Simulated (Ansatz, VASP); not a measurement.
# BaZrO3 in two plane-wave programs, part 2 of 3

Wanted: the spread between two codes on one cell, functional and k mesh. The cell is taken from a series of runs on this material, whose earlier steps may have relaxed, scaled, displaced or heated it; both programs get it as it stands.

VASP 6.6.1 and Ansatz 0.2.0.

So far: The starting structure; Ansatz: zone-centre phonons, LDA.

### 3. VASP: zone-centre phonons, LDA

Level of this step: LDA; plane waves and PAW (O, Zr_sv, Ba_sv) (VASP).

The same cell, functional (in two slightly different forms) and mesh now go to VASP, with its own data sets.

Lines of VASP's logs that name or quote its potential files are left out, and so is its time.

INCAR reads:

```
SYSTEM = BaZrO3
PREC = Accurate
ENCUT = 600
EDIFF = 1E-08
NELM = 120
ISMEAR = 0
SIGMA = 0.01
LREAL = .FALSE.
ALGO = Normal
GGA = CA
NBANDS = 26
LASPH = .TRUE.
LORBIT = 11
LWAVE = .FALSE.
LCHARG = .FALSE.
ISIF = 2
IBRION = 8
LEPSILON = .TRUE.
GGA_COMPAT = .FALSE.
EFERMI = MIDGAP
KPAR = 2
```

POSCAR reads:

```
BaZrO3
1.0
    4.2020976597      0.0000000000      0.0000000000
    0.0000000000      4.2020976597      0.0000000000
    0.0000000000      0.0000000000      4.2020976597
O Zr Ba
3 1 1
Direct
    0.0000000000      0.5000000000      0.5000000000
    0.5000000000      0.0000000000      0.5000000000
    0.5000000000      0.5000000000      0.0000000000
    0.5000000000      0.5000000000      0.5000000000
    0.0000000000      0.0000000000      0.0000000000
```

KPOINTS reads:

```
Automatic mesh
0
Gamma
8 8 8
0 0 0
```

The projector-augmented-wave data sets are O, Zr_sv and Ba_sv (LDA family, release 64).

The run is started by

```
$ mpirun -np 2 vasp_std
```

Log:

```text
[banner, memory and clock lines left out]
running    2 mpi-ranks, on    1 nodes
 distrk:  each k-point on    1 cores,    2 groups
 distr:  one band on    1 cores,    1 groups

 POSCAR found type information on POSCAR O ZrBa
 POSCAR found :  3 types and       5 ions
 LDA part: xc-table for (Slater(with rela. corr.)+CA(PZ))
 , standard interpolation
 POSCAR, INCAR and KPOINTS ok, starting setup
 FFT: planning ... GRIDC
 FFT: planning ... GRID_SOFT
 FFT: planning ... GRID
 WAVECAR not read
 entering main loop
       N       E                     dE             d eps       ncg     rms          rms(c)
DAV:   1     0.340746831316E+03    0.34075E+03   -0.23958E+04  1820   0.169E+03
DAV:   2    -0.290759962012E+02   -0.36982E+03   -0.36023E+03  2256   0.391E+02
DAV:   3    -0.524065599277E+02   -0.23331E+02   -0.23260E+02  2892   0.941E+01
DAV:   4    -0.531008935131E+02   -0.69433E+00   -0.69348E+00  2612   0.129E+01
DAV:   5    -0.531148261629E+02   -0.13933E-01   -0.13931E-01  2566   0.144E+00    0.287E+01
DAV:   6    -0.459839266370E+02    0.71309E+01   -0.41602E+01  2170   0.402E+01    0.131E+01
DAV:   7    -0.457917475592E+02    0.19218E+00   -0.32661E+00  2530   0.103E+01    0.796E+00
DAV:   8    -0.457188860886E+02    0.72861E-01   -0.35901E-01  2326   0.453E+00    0.681E-01
DAV:   9    -0.457150062899E+02    0.38798E-02   -0.47540E-02  2674   0.130E+00    0.505E-01
DAV:  10    -0.457149610752E+02    0.45215E-04   -0.12872E-02  2448   0.947E-01    0.245E-01
DAV:  11    -0.457146053497E+02    0.35573E-03   -0.22583E-03  2336   0.414E-01    0.290E-02
DAV:  12    -0.457146073642E+02   -0.20146E-05   -0.12289E-04  2514   0.769E-02    0.254E-02
DAV:  13    -0.457146045950E+02    0.27692E-05   -0.11332E-05  2284   0.227E-02    0.299E-03
DAV:  14    -0.457146046415E+02   -0.46448E-07   -0.98200E-07  2730   0.769E-03    0.428E-03
DAV:  15    -0.457146046058E+02    0.35688E-07   -0.13974E-07  2428   0.318E-03    0.717E-04
DAV:  16    -0.457146046052E+02    0.61891E-09   -0.17800E-08  2016   0.905E-04
   1 F= -.45714605E+02 E0= -.45714605E+02  d E =0.000000E+00
 Linear response reoptimize wavefunctions to high precision
DAV:   1    -0.457146046054E+02   -0.24420E-09   -0.22211E-09  1350   0.318E-04
DAV:   2    -0.457146046054E+02   -0.14552E-10   -0.34719E-10  1090   0.108E-04
 Linear response G [H, r] |phi>, progress :
  Direction:   1
       N       E                     dE             d eps       ncg     rms
RMM:   1    -0.138040523774E+03   -0.13804E+03    0.11055E+03  3969   0.156E+02
RMM:   2    -0.133929202635E+03    0.41113E+01   -0.41916E+01  3403   0.306E+01
RMM:   3    -0.135287638792E+03   -0.13584E+01   -0.81156E+00  3959   0.930E+00
RMM:   4    -0.135647727909E+03   -0.36009E+00   -0.13713E+00  4225   0.354E+00
RMM:   5    -0.135720070659E+03   -0.72343E-01   -0.26666E-01  4297   0.140E+00
RMM:   6    -0.135734533769E+03   -0.14463E-01   -0.60139E-02  4350   0.602E-01
RMM:   7    -0.135737523767E+03   -0.29900E-02   -0.41688E-02  4247   0.310E-01
RMM:   8    -0.135738714359E+03   -0.11906E-02   -0.60507E-02  4258   0.175E-01
RMM:   9    -0.135739027285E+03   -0.31293E-03   -0.36891E-02  4248   0.109E-01
RMM:  10    -0.135739276062E+03   -0.24878E-03   -0.21675E-02  4220   0.718E-02
RMM:  11    -0.135739365737E+03   -0.89675E-04   -0.19679E-02  4125   0.487E-02
RMM:  12    -0.135739425388E+03   -0.59651E-04   -0.14723E-02  4059   0.350E-02
RMM:  13    -0.135739431089E+03   -0.57013E-05   -0.90804E-03  3968   0.256E-02
RMM:  14    -0.135739457830E+03   -0.26741E-04   -0.75792E-03  3960   0.200E-02
RMM:  15    -0.135739448586E+03    0.92436E-05   -0.36776E-03  3935   0.160E-02
RMM:  16    -0.135739461428E+03   -0.12842E-04   -0.27002E-03  3882   0.136E-02
RMM:  17    -0.135739482507E+03   -0.21080E-04   -0.53626E-03  3829   0.118E-02
RMM:  18    -0.135739473916E+03    0.85907E-05   -0.33320E-03  3782   0.107E-02
RMM:  19    -0.135739480388E+03   -0.64720E-05   -0.25816E-03  3730   0.986E-03
RMM:  20    -0.135739490304E+03   -0.99158E-05   -0.21097E-03  3677   0.934E-03
RMM:  21    -0.135739487887E+03    0.24173E-05   -0.40391E-03  3649   0.897E-03
RMM:  22    -0.135739478611E+03    0.92754E-05   -0.28570E-03  3655   0.872E-03
RMM:  23    -0.135739486183E+03   -0.75717E-05   -0.24457E-03  3636   0.855E-03
 Linear response G [H, r] |phi>, progress :
  Direction:   2
       N       E                     dE             d eps       ncg     rms
RMM:   1    -0.153544651855E+03   -0.15354E+03    0.98557E+02  4008   0.157E+02
RMM:   2    -0.151618089038E+03    0.19266E+01   -0.59137E+01  3334   0.322E+01
RMM:   3    -0.153427946066E+03   -0.18099E+01   -0.13571E+01  4064   0.110E+01
RMM:   4    -0.153905157492E+03   -0.47721E+00   -0.21536E+00  4376   0.422E+00
RMM:   5    -0.154002550766E+03   -0.97393E-01   -0.45054E-01  4466   0.168E+00
RMM:   6    -0.154021091205E+03   -0.18540E-01   -0.99091E-02  4484   0.721E-01
RMM:   7    -0.154025128104E+03   -0.40369E-02   -0.38156E-02  4449   0.359E-01
[...]
RMM:  18    -0.846096134775E+00   -0.26633E-06   -0.53678E-06  6784   0.784E-04    0.557E-05
RMM:  19    -0.846096036713E+00    0.98063E-07   -0.42809E-06  6575   0.706E-04    0.768E-05
RMM:  20    -0.846096290908E+00   -0.25420E-06   -0.29540E-06  6497   0.654E-04    0.638E-05
RMM:  21    -0.846096255629E+00    0.35279E-07   -0.23984E-06  6168   0.613E-04    0.749E-05
[...]
force on displaced ion       1 direction 1 : -11.453  -0.000   0.000
 Born effective charge ion    1 direction 1 :  -4.815   0.000   0.000
 Linear response progress:
  Degree of freedom:   2/  4
       N       E                     dE             d eps       ncg     rms          rms(c)
RMM:   1    -0.369636617950E+00   -0.36964E+00    0.19647E-01 12735   0.255E+00
RMM:   2    -0.360598393907E+00    0.90382E-02   -0.11044E-02 11242   0.375E-01    0.112E-01
RMM:   3    -0.361793371146E+00   -0.11950E-02   -0.18378E-03 11169   0.144E-01    0.575E-02
RMM:   4    -0.363190645618E+00   -0.13973E-02   -0.71462E-04 11389   0.108E-01    0.150E-02
RMM:   5    -0.363218095455E+00   -0.27450E-04   -0.13113E-04 13462   0.328E-02    0.468E-03
RMM:   6    -0.363247505485E+00   -0.29410E-04   -0.17931E-05 14196   0.117E-02    0.154E-03
RMM:   7    -0.363240596398E+00    0.69091E-05    0.97171E-08 14245   0.533E-03    0.480E-04
RMM:   8    -0.363243329986E+00   -0.27336E-05    0.16530E-05 15253   0.268E-03    0.267E-04
RMM:   9    -0.363243030852E+00    0.29913E-06    0.41487E-06 15064   0.157E-03    0.118E-04
RMM:  10    -0.363243816132E+00   -0.78528E-06    0.84289E-06 15398   0.105E-03    0.388E-05
RMM:  11    -0.363244301417E+00   -0.48529E-06    0.17902E-06 15133   0.713E-04    0.313E-05
RMM:  12    -0.363244729151E+00   -0.42773E-06    0.37465E-06 15313   0.534E-04    0.157E-05
RMM:  13    -0.363244807418E+00   -0.78267E-07    0.94326E-07 15636   0.403E-04    0.124E-05
RMM:  14    -0.363244992755E+00   -0.18534E-06    0.18539E-06 15131   0.330E-04    0.768E-06
RMM:  15    -0.363244996522E+00   -0.37667E-08    0.47732E-07 15640   0.274E-04    0.575E-06
RMM:  16    -0.363245082390E+00   -0.85867E-07    0.99890E-07 15006   0.240E-04    0.439E-06
RMM:  17    -0.363245109559E+00   -0.27170E-07    0.27317E-07 15255   0.215E-04    0.197E-06
RMM:  18    -0.363245098117E+00    0.11442E-07    0.52217E-07 14434   0.197E-04    0.202E-06
RMM:  19    -0.363245119996E+00   -0.21879E-07    0.62005E-08 14351   0.186E-04    0.218E-06
RMM:  20    -0.363245127149E+00   -0.71532E-08    0.35671E-07 13816   0.177E-04    0.121E-06
RMM:  21    -0.363245138943E+00   -0.11794E-07   -0.25703E-08 13893   0.171E-04    0.175E-06
RMM:  22    -0.363245145493E+00   -0.65497E-08    0.19945E-07 13749   0.167E-04    0.684E-07
RMM:  23    -0.363245137912E+00    0.75812E-08   -0.22944E-08 12809   0.165E-04    0.199E-06
 first order change of Fermi-energy   0.12739E-03
 force on displaced ion       1 direction 2 :   0.000  -2.590   0.000
 Born effective charge ion    1 direction 2 :   0.000  -2.006   0.000
 Linear response progress:
  Degree of freedom:   3/  4
       N       E                     dE             d eps       ncg     rms          rms(c)
RMM:   1    -0.744156511191E+00   -0.74416E+00    0.22319E+00  5308   0.941E+00
RMM:   2    -0.703057675264E+00    0.41099E-01   -0.16860E-01  6268   0.178E+00    0.219E-01
RMM:   3    -0.705853780204E+00   -0.27961E-02   -0.35303E-02  7269   0.529E-01    0.828E-02
RMM:   4    -0.707773189001E+00   -0.19194E-02   -0.75760E-03  8374   0.199E-01    0.440E-02
RMM:   5    -0.707892203191E+00   -0.11901E-03   -0.54007E-04  8296   0.694E-02    0.191E-02
RMM:   6    -0.707803062443E+00    0.89141E-04   -0.10540E-04  8678   0.329E-02    0.170E-03
RMM:   7    -0.707797470238E+00    0.55922E-05   -0.35219E-05  8581   0.148E-02    0.172E-03
RMM:   8    -0.707800096259E+00   -0.26260E-05   -0.12847E-05  9023   0.762E-03    0.101E-03
RMM:   9    -0.707802791232E+00   -0.26950E-05    0.13769E-06  9267   0.445E-03    0.571E-04
RMM:  10    -0.707806215396E+00   -0.34242E-05   -0.33601E-07  8927   0.300E-03    0.128E-04
RMM:  11    -0.707807887067E+00   -0.16717E-05    0.46436E-07  9416   0.204E-03    0.321E-05
RMM:  12    -0.707808522666E+00   -0.63560E-06    0.15008E-07  9498   0.149E-03    0.438E-05
RMM:  13    -0.707808455636E+00    0.67030E-07    0.10821E-07  9573   0.115E-03    0.694E-05
RMM:  14    -0.707808468879E+00   -0.13243E-07    0.28318E-07  9359   0.939E-04    0.941E-05
RMM:  15    -0.707808568326E+00   -0.99447E-07    0.21702E-07  9242   0.784E-04    0.110E-04
RMM:  16    -0.707808607872E+00   -0.39547E-07    0.18811E-07  8640   0.696E-04    0.135E-04
RMM:  17    -0.707808749276E+00   -0.14140E-06    0.12778E-07  9228   0.600E-04    0.145E-04
RMM:  18    -0.707808929108E+00   -0.17983E-06    0.80698E-08  9243   0.526E-04    0.149E-04
RMM:  19    -0.707808874179E+00    0.54929E-07   -0.41024E-08  9510   0.469E-04    0.161E-04
 first order change of Fermi-energy  -0.17958E-04
 force on displaced ion       4 direction 1 :  -8.029   0.000  -0.000
 Born effective charge ion    4 direction 1 :   6.109   0.000   0.000
 Linear response progress:
  Degree of freedom:   4/  4
       N       E                     dE             d eps       ncg     rms          rms(c)
RMM:   1    -0.195894835081E+00   -0.19589E+00    0.11371E-01  8115   0.163E+00
RMM:   2    -0.200152100837E+00   -0.42573E-02   -0.27200E-02  6920   0.385E-01    0.876E-02
RMM:   3    -0.200764419335E+00   -0.61232E-03   -0.22822E-03  7552   0.132E-01    0.606E-02
RMM:   4    -0.201050292366E+00   -0.28587E-03   -0.31090E-04  7451   0.720E-02    0.116E-02
RMM:   5    -0.201137956188E+00   -0.87664E-04   -0.64959E-05  8449   0.241E-02    0.662E-03
RMM:   6    -0.201202441017E+00   -0.64485E-04   -0.10908E-05  8579   0.103E-02    0.137E-03
RMM:   7    -0.201204883936E+00   -0.24429E-05   -0.15428E-06  8467   0.462E-03    0.104E-03
RMM:   8    -0.201212134700E+00   -0.72508E-05   -0.11163E-06  8768   0.242E-03    0.158E-04
RMM:   9    -0.201212840549E+00   -0.70585E-06   -0.49574E-08  9080   0.127E-03    0.106E-04
RMM:  10    -0.201212029639E+00    0.81091E-06   -0.66235E-07  8798   0.840E-04    0.472E-05
RMM:  11    -0.201212325396E+00   -0.29576E-06   -0.18456E-07  9067   0.576E-04    0.310E-05
RMM:  12    -0.201212486535E+00   -0.16114E-06   -0.32494E-07  9181   0.426E-04    0.129E-05
RMM:  13    -0.201212554425E+00   -0.67890E-07   -0.13514E-07  9220   0.336E-04    0.457E-06
RMM:  14    -0.201212517916E+00    0.36509E-07   -0.11846E-07  9228   0.278E-04    0.758E-06
RMM:  15    -0.201212535139E+00   -0.17223E-07   -0.17770E-08  9179   0.243E-04    0.116E-06
RMM:  16    -0.201212537387E+00   -0.22478E-08   -0.74298E-08  9272   0.218E-04    0.397E-06
 first order change of Fermi-energy  -0.17807E-03
 force on displaced ion       5 direction 1 :  -3.248   0.000  -0.000
 Born effective charge ion    5 direction 1 :   2.718   0.000   0.000
 Born effective charges drift removed
 Linear response finished
```

(Continued in part 3 of 3.)

[Lines on the potential files, build, host, timing and source positions are cut from VASP's logs without a mark.]

[Logs are printed without paths, hosts, clocks, repeated set-up lines and the standing remarks that a program may print on its own settings, such as how far it seeks lower states.]

[Hosts, paths, dates, database ids (printed as entryN), source tags and the programs' standing remarks are cut or masked in the printed files.]
